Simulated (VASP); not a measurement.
# MnHg (Pm-3m) in VASP: further runs

The runs below take MnHg through single point, with r2SCAN.

Program: VASP 6.6.1. These are calculated values, not measurements. Logs are shortened: lines on timing, memory, paths and dates and some standing lists are left out, and cuts for length are marked.

### 1 The structure

It takes space group Pm-3m (No. 221, cubic). The conventional cell has a = 3.315 Å, b = 3.315 Å, c = 3.315 Å, α = 90.00°, β = 90.00°, γ = 90.00°. Around Hg (site symmetry m-3m) lie 8 Mn at 2.87 Å. Mn (site symmetry m-3m) has 8 Hg at 2.87 Å as nearest neighbours.

### 2 Single point, r2SCAN, collinear spin, ferromagnetic start

Contents of INCAR:

```
PREC = Accurate
ENCUT = 300
EDIFF = 1E-6
ISMEAR = 1
SIGMA = 0.15
LREAL = False
LASPH = True
NELM = 100
ALGO = Normal
ISIF = 2
LWAVE = False
LCHARG = False
ISPIN = 2
MAGMOM = 0 4
LORBIT = 11
LMAXMIX = 4
METAGGA = R2SCAN
LMIXTAU = True
NBANDS = 24
ADDGRID = False
```

Contents of KPOINTS:

```
regular mesh
0
Gamma
  8 8 8
```

Contents of POSCAR:

```
MnHg
1.0
    3.3150000000      0.0000000000      0.0000000000
    0.0000000000      3.3150000000      0.0000000000
    0.0000000000      0.0000000000      3.3150000000
Hg Mn
1 1
Direct
   -0.0058010000      0.0109980000     -0.0122330000
    0.5154140000      0.4990250000      0.4770600000
```

Potentials or basis: VASP PAW PBE potentials, release 64 (Hg, Mn_pv).

Launch:

```bash
$ cat potpaw_PBE.64/Hg/POTCAR potpaw_PBE.64/Mn_pv/POTCAR > POTCAR
$ mpirun -np 1 vasp_std > vasp.out
```

OUTCAR:

```text
PREC = Accurate
   ENCUT = 300
   EDIFF = 1E-6
   ISMEAR = 1
   LREAL = False
   LASPH = True
   NELM = 100
   ISIF = 2
   ISPIN = 2
   LORBIT = 11
   METAGGA = R2SCAN

 Found    260 irreducible k-points:

 Following reciprocal coordinates:
            Coordinates               Weight
  0.000000  0.000000  0.000000      1.000000
  0.125000  0.000000  0.000000      2.000000
  0.000000  0.125000  0.000000      2.000000
  0.000000  0.000000  0.125000      2.000000
  0.250000  0.000000  0.000000      2.000000
  0.000000  0.250000  0.000000      2.000000
   k-points           NKPTS =    260   k-points in BZ     NKDIM =    260   number of bands    NBANDS=     24
   number of dos      NEDOS =    301   number of ions     NIONS =      2
   total plane-waves  NPLWV =   8000
   dimension x,y,z NGX =    20 NGY =   20 NGZ =   20
   dimension x,y,z NGXF=    40 NGYF=   40 NGZF=   40
   ions per type =               1   1
   NGX,Y,Z   is equivalent  to a cutoff of  10.03, 10.03, 10.03 a.u.
   NGXF,Y,Z  is equivalent  to a cutoff of  20.06, 20.06, 20.06 a.u.
 SYSTEM =  unknown system
   PREC   = accura    normal or accurate (medium, high low for compatibility)
   ISTART =      0    job   : 0-new  1-cont  2-samecut
   ICHARG =      2    charge: 1-file 2-atom 10-const
   ISPIN  =      2    spin polarized calculation?
   LNONCOLLINEAR =      F non collinear calculations
   LSORBIT =      F    spin-orbit coupling
   LASPH  =      T    aspherical Exc in radial PAW
   ENCUT  =  300.0 eV  22.05 Ry    4.70 a.u.   4.68  4.68  4.68*2*pi/ulx,y,z
   NELM   =    100;   NELMIN=  2; NELMDL= -5     # of ELM steps
   EDIFF  = 0.1E-05   stopping-criterion for ELM
   LREAL  =      F    real-space projection
   EDIFFG = 0.1E-04   stopping-criterion for IOM
   NSW    =      0    number of steps for IOM
   IBRION =     -1    ionic relax: 0-MD 1-quasi-New 2-CG
   NFREE  =      0    steps in history (QN), initial steepest desc. (CG)
   ISIF   =      2    stress and relaxation
   ISYM   =      2    0-nonsym 1-usesym 2-fastsym
   POTIM  = 0.5000    time-step for ionic-motion
   TEBEG  =    0.0;   TEEND  =   0.0 temperature during run
   PSTRESS=    0.0 pullay stress
   NELECT =      25.0000    total number of electrons
   NUPDOWN=      -1.0000    fix difference up-down
   EMIN   =  10.00;   EMAX   =-10.00  energy-range for DOS
   EFERMI =   0.00;   METHOD = LEGACY
   ISMEAR =     1;   SIGMA  =   0.15  broadening in eV -4-tet -1-fermi 0-gaus
   EFERMI_NEDOS =   21; number of points for ismear=-14 and -15
   IALGO  =     38    algorithm
   IMIX   =      4    mixing-type and parameters
     AMIX     =   0.40;   BMIX     =  1.00
     AMIX_MAG =   1.60;   BMIX_MAG =  1.00
  volume/ion in A,a.u.               =      18.21       122.92
  Fermi-wavevector in a.u.,A,eV,Ry     =   1.444014  2.728790 28.370534  2.085175
  Thomas-Fermi vector in A             =   2.562356
   LORBIT       =     11    0 simple, 1 ext, 2 COOP (PROOUT), +10 PAW based schemes
   METAGGA = R2SCAN    functional components
   LHFCALC =     F    Hartree Fock is set to
   AEXX    =    0.0000 exact exchange contribution
   IVDW    =     0    specifies the selected vdW correction
   LEPSILON=     F    determine dielectric tensor
   LRPA    =     F    only Hartree local field effects (RPA)
 spin polarized calculation
 Methfessel and Paxton  Order N= 1 SIGMA  =   0.15
  energy-cutoff  :      300.00
  volume of cell :       36.43
 maximum number of plane-waves:       442
   NGX =  9   NGY =  9   NGZ =  9

 number of electron      24.9999993 magnetization       4.1634376

 Free energy of the ion-electron system (eV)
  ---------------------------------------------------
  ext. energy  EPLUGINS =         0.00000000
  ---------------------------------------------------
  free energy    TOTEN  =       -64.03441133 eV

  energy without entropy =      -64.03459445  energy(sigma->0) =      -64.03447237

 E-fermi :   5.7216     XC(G=0): -12.6482

 val. band max:        5.6543418544   @ k =   0.2500   0.2500   0.2500
 cond. band min:       5.7349080713   @ k =   0.5000   0.5000   0.2500
 fundamental gap:      0.0805662169
 Fermi energy:         5.7216141717

 spin component 1

 k-point     1 :       0.0000    0.0000    0.0000
  band No.  band energies     occupation
      1     -47.3621      1.00000
      2     -47.3618      1.00000
      3     -47.3616      1.00000
      4      -4.5819      1.00000
      5      -3.1608      1.00000
      6      -3.1567      1.00000
[... 16 lines left out ...]
     23      23.2967      0.00000
     24      27.1373      0.00000

 k-point     2 :       0.1250    0.0000    0.0000
  band No.  band energies     occupation
      1     -47.3642      1.00000
      2     -47.3621      1.00000
      3     -47.3621      1.00000
      4      -4.3316      1.00000
      5      -3.1163      1.00000
      6      -3.0345      1.00000
[... 16 lines left out ...]
     23      23.1202      0.00000
     24      24.5717      0.00000

 k-point     3 :       0.0000    0.1250    0.0000
  band No.  band energies     occupation
      1     -47.3643      1.00000
      2     -47.3623      1.00000
      3     -47.3619      1.00000
      4      -4.3311      1.00000
      5      -3.1138      1.00000
      6      -3.0374      1.00000
[... 16 lines left out ...]
     23      23.1218      0.00000
     24      24.5567      0.00000

 k-point     4 :       0.0000    0.0000    0.1250
  band No.  band energies     occupation
      1     -47.3643      1.00000
      2     -47.3622      1.00000
      3     -47.3619      1.00000
      4      -4.3311      1.00000
      5      -3.1135      1.00000
      6      -3.0377      1.00000
[... 16 lines left out ...]
     23      23.1220      0.00000
     24      24.5553      0.00000

 k-point     5 :       0.2500    0.0000    0.0000
  band No.  band energies     occupation
      1     -47.3699      1.00000
      2     -47.3616      1.00000
      3     -47.3615      1.00000
      4      -3.7031      1.00000
      5      -3.0041      1.00000
      6      -2.6070      1.00000
[... 16 lines left out ...]
     23      21.4988      0.00000
     24      22.0450      0.00000

 k-point     6 :       0.0000    0.2500    0.0000
  band No.  band energies     occupation
      1     -47.3699      1.00000
      2     -47.3618      1.00000
      3     -47.3613      1.00000
      4      -3.7011      1.00000
      5      -3.0023      1.00000
      6      -2.6105      1.00000
[... 16 lines left out ...]
     23      21.5189      0.00000
     24      22.0452      0.00000

 [... further k-points ...]

 spin component 2

 k-point     1 :       0.0000    0.0000    0.0000
  band No.  band energies     occupation
      1     -41.6608      1.00000
      2     -41.6597      1.00000
      3     -41.6588      1.00000
      4      -4.5547      1.00000
      5      -3.1362      1.00000
      6      -3.1333      1.00000
[... 16 lines left out ...]
     23      23.4040      0.00000
     24      28.7465      0.00000

 k-point     2 :       0.1250    0.0000    0.0000
  band No.  band energies     occupation
      1     -41.6630      1.00000
      2     -41.6600      1.00000
      3     -41.6597      1.00000
      4      -4.3069      1.00000
      5      -3.1039      1.00000
      6      -3.0098      1.00000
[... 16 lines left out ...]
     23      23.3733      0.00000
     24      25.7406      0.00000

 k-point     3 :       0.0000    0.1250    0.0000
  band No.  band energies     occupation
      1     -41.6635      1.00000
      2     -41.6603      1.00000
      3     -41.6589      1.00000
      4      -4.3064      1.00000
      5      -3.1020      1.00000
      6      -3.0121      1.00000
[... 16 lines left out ...]
     23      23.3776      0.00000
     24      25.7257      0.00000

 k-point     4 :       0.0000    0.0000    0.1250
  band No.  band energies     occupation
      1     -41.6634      1.00000
      2     -41.6603      1.00000
      3     -41.6590      1.00000
      4      -4.3063      1.00000
      5      -3.1018      1.00000
      6      -3.0123      1.00000
[... 16 lines left out ...]
     23      23.3780      0.00000
     24      25.7242      0.00000

 k-point     5 :       0.2500    0.0000    0.0000
  band No.  band energies     occupation
      1     -41.6707      1.00000
      2     -41.6596      1.00000
      3     -41.6591      1.00000
      4      -3.7192      1.00000
      5      -3.0238      1.00000
      6      -2.5365      1.00000
[... 16 lines left out ...]
     23      22.4669      0.00000
     24      23.1932      0.00000

 k-point     6 :       0.0000    0.2500    0.0000
  band No.  band energies     occupation
      1     -41.6714      1.00000
      2     -41.6598      1.00000
      3     -41.6583      1.00000
      4      -3.7169      1.00000
      5      -3.0222      1.00000
      6      -2.5399      1.00000
[... 16 lines left out ...]
     23      22.4776      0.00000
     24      23.1983      0.00000

 [... further k-points ...]
[... 5 lines left out ...]
  --------------------------------------------------------------------------------------
  -------------------------------------------------------------------------------------
  Total        0.1465226      0.1865286      0.1904871     -0.0406016      0.0212752     -0.0338776
  in kB        6.4441350      8.2036187      8.3777137     -1.7856775      0.9356935     -1.4899514
  external PRESSURE =       7.6751558 kB  Pullay stress =       0.0000000 kB

 VOLUME and BASIS-vectors are now :
 -----------------------------------------------------------------------------
  energy-cutoff  :      300.00
  volume of cell :       36.43
      direct lattice vectors                 reciprocal lattice vectors
     3.315000000  0.000000000  0.000000000     0.301659125  0.000000000  0.000000000
     0.000000000  3.315000000  0.000000000     0.000000000  0.301659125  0.000000000
     0.000000000  0.000000000  3.315000000     0.000000000  0.000000000  0.301659125

 POSITION                                       TOTAL-FORCE (eV/Angst)
 -----------------------------------------------------------------------------------
      3.29577      0.03646      3.27445         0.229197     -0.136030     -0.108928
      1.70860      1.65427      1.58145        -0.229197      0.136030      0.108928
 -----------------------------------------------------------------------------------
    total drift:                                0.002489      0.007687     -0.020126

  FREE ENERGIE OF THE ION-ELECTRON SYSTEM (eV)
  ---------------------------------------------------
  free  energy   TOTEN  =       -64.0344113340 eV

  energy  without entropy=      -64.0345944507  energy(sigma->0) =      -64.03447237

 total charge

# of ion       s       p       d       tot
------------------------------------------
    1        0.836   0.550   9.223  10.609
    2        0.271   6.183   4.919  11.373
--------------------------------------------------
tot          1.107   6.733  14.142  21.982

 magnetization (x)

# of ion       s       p       d       tot
------------------------------------------
    1       -0.045  -0.079   0.053  -0.070
    2        0.031   0.023   4.066   4.119
--------------------------------------------------
tot         -0.014  -0.056   4.119   4.049
```

Wall time 8.7 min (1 thread of Intel Xeon Platinum 8488C (Sapphire Rapids), shared host); peak memory 0.26 GiB.

These settings aren't checked as converged: the numbers below hold their error.

What came out:

```
Free energy                                           : -64.0344 eV
Largest force                                         : 0.288 eV/Å
Band gap on the k mesh                                : none (metal or under the smearing width)
Net moment                                            : 4.16 μB per cell
Site moments                                          : Hg -0.07; Mn +4.12 μB
Valence electrons inside the program's atomic spheres : Hg 10.61; Mn 11.37
```

Caveat: the cutoff is under 1.25 times the usual one of these potentials, so pressure, stress and relaxed cells hold a basis-set (Pulay) error; the PAW data sets were made with another functional, which shifts forces and pressure a little.

### 3 Single point, r2SCAN, collinear spin, ferromagnetic start

Changes to INCAR since step 2:

```diff
@@ -1,3 +1,3 @@
 PREC = Accurate
-ENCUT = 300
+ENCUT = 400
 EDIFF = 1E-6
```

Contents of KPOINTS:

```
regular mesh
0
Gamma
  7 7 7
```

Contents of POSCAR:

```
MnHg
1.0
    3.3150000000      0.0000000000      0.0000000000
    0.0000000000      3.3150000000      0.0000000000
    0.0000000000      0.0000000000      3.3150000000
Hg Mn
1 1
Direct
    0.0000000000      0.0000000000      0.0000000000
    0.5000000000      0.5000000000      0.5000000000
```

Potentials or basis: VASP PAW PBE potentials, release 64 (Hg, Mn_pv).

Launch:

```bash
$ cat potpaw_PBE.64/Hg/POTCAR potpaw_PBE.64/Mn_pv/POTCAR > POTCAR
$ mpirun -np 1 vasp_std > vasp.out
```

It took 49 s on 1 thread of Intel Xeon Platinum 8488C (Sapphire Rapids), shared host; peak memory 0.16 GiB.

The run converged, but some of its settings lie outside the range that counts as converged, so its numbers aren't taken as properties of the crystal.

Results:

```
Free energy                                           : -64.0354 eV
Pressure                                              : -0.3 GPa
Band gap on the k mesh                                : none (metal or under the smearing width)
Net moment                                            : 4.00 μB per cell
Site moments                                          : Hg -0.11; Mn +4.05 μB
Valence electrons inside the program's atomic spheres : Hg 10.62; Mn 11.38
```

Caveat: the PAW data sets were made with another functional, which shifts forces and pressure a little.

### 4 Single point, r2SCAN, collinear spin, ferromagnetic start

INCAR is that of step 3.

KPOINTS is that of step 3.

Contents of POSCAR:

```
MnHg
1.0
    3.3150000000      0.0000000000      0.0000000000
    0.0000000000      3.3150000000      0.0000000000
    0.0000000000      0.0000000000      3.3150000000
Hg Mn
1 1
Direct
   -0.0058010000      0.0109980000     -0.0122330000
    0.5154140000      0.4990250000      0.4770600000
```

Launch:

```bash
$ cat potpaw_PBE.64/Hg/POTCAR potpaw_PBE.64/Mn_pv/POTCAR > POTCAR
$ mpirun -np 1 vasp_std > vasp.out
```

Run time: 6.8 min. Hardware: 1 thread of Intel Xeon Platinum 8488C (Sapphire Rapids), shared host; peak memory 0.28 GiB.

The run converged, but some of its settings lie outside the range that counts as converged, so its numbers aren't taken as properties of the crystal.

Results:

* Free energy: -64.0223 eV
* Pressure: -0.1 GPa
* Largest force: 0.294 eV/Å
* Band gap on the k mesh: none (metal or under the smearing width)
* Net moment: 4.00 μB per cell
* Site moments: Hg -0.11; Mn +4.05 μB
* Valence electrons inside the program's atomic spheres: Hg 10.62; Mn 11.38

Caveat: the PAW data sets were made with another functional, which shifts forces and pressure a little.

### 5 Single point, r2SCAN, collinear spin, ferromagnetic start

Changes to INCAR since step 4:

```diff
@@ -4,3 +4,3 @@
 ISMEAR = 1
-SIGMA = 0.15
+SIGMA = 0.4
 LREAL = False
```

KPOINTS is that of step 4.

Contents of POSCAR:

```
MnHg
1.0
    3.3150000000      0.0000000000      0.0000000000
    0.0000000000      3.3150000000      0.0000000000
    0.0000000000      0.0000000000      3.3150000000
Hg Mn
1 1
Direct
    0.0000000000      0.0000000000      0.0000000000
    0.5000000000      0.5000000000      0.5000000000
```

Launch:

```bash
$ cat potpaw_PBE.64/Hg/POTCAR potpaw_PBE.64/Mn_pv/POTCAR > POTCAR
$ mpirun -np 1 vasp_std > vasp.out
```

Wall time 50 s (1 thread of Intel Xeon Platinum 8488C (Sapphire Rapids), shared host); peak memory 0.16 GiB.

These settings aren't checked as converged: the numbers below hold their error.

Results:

| Quantity | Value |
| --- | --- |
| Free energy | -64.0384 eV |
| Pressure | 0.4 GPa |
| Band gap on the k mesh | none (metal or under the smearing width) |
| Net moment | 4.09 μB per cell |
| Site moments | Hg -0.09; Mn +4.09 μB |
| Valence electrons inside the program's atomic spheres | Hg 10.62; Mn 11.38 |

Caveat: the PAW data sets were made with another functional, which shifts forces and pressure a little.

### 6 For comparison

An earlier run on the cell as given: functional PBE; potentials or basis VASP PAW PBE potentials, release 64 (Hg, Mn_pv); cutoff 520 eV; k mesh 8 × 8 × 8; occupations fermi-dirac, width 0.05 eV; collinear spin, ferromagnetic start; starting moments [0.0, 4.0] μB.

* Pressure: 1.0 GPa
* Band gap on the k mesh: none (metal or under the smearing width)
* Net moment: 3.91 μB per cell
* Site moments: Hg -0.06; Mn +3.83 μB
* Valence electrons inside the program's atomic spheres: Hg 10.59; Mn 11.40
